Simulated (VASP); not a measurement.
```xyz
2
Lattice="2.8600 0.0000 0.0000 0.0000 2.8600 0.0000 0.0000 0.0000 2.8600" Properties=species:S:1:pos:R:3 pbc="T T T"
Al     1.4300     1.4300     1.4300
Co     0.0000     0.0000     0.0000
```

All values below come from MS2 meta-GGA, VASP's PBE PAW potentials (set 64) (plane waves; VASP 6.6.1). Numerical set-up: 520 eV cut-off, 11×11×11 Γ-centred mesh, first-order Methfessel-Paxton smearing of 0.10 eV, potentials Al Co.

Energy and stress use the plane-wave basis of the starting cell.

Q: The ions, cell shape and volume are relaxed. Give the cell that the relaxation ends in.

A: 
```xyz
2
Lattice="2.8188 0.0000 0.0000 0.0000 2.8188 0.0000 0.0000 0.0000 2.8188" Properties=species:S:1:pos:R:3 pbc="T T T"
Al     1.4094     1.4094     1.4094
Co     0.0000     0.0000     0.0000
```
Space group Pm-3m (221), at a tolerance of 0.03 Å.

Q: How do energy and volume change from the first to the last step?

A: The energy (σ→0) changes by -12.8 meV/atom and the volume by -4.3 %, in 3 ionic steps.

The compound is CoAl in the CsCl type structure. This run relaxes it. Symmetry was kept, so distortions that lower it aren't found. The run is not spin-polarised, so no magnetic state was tried.
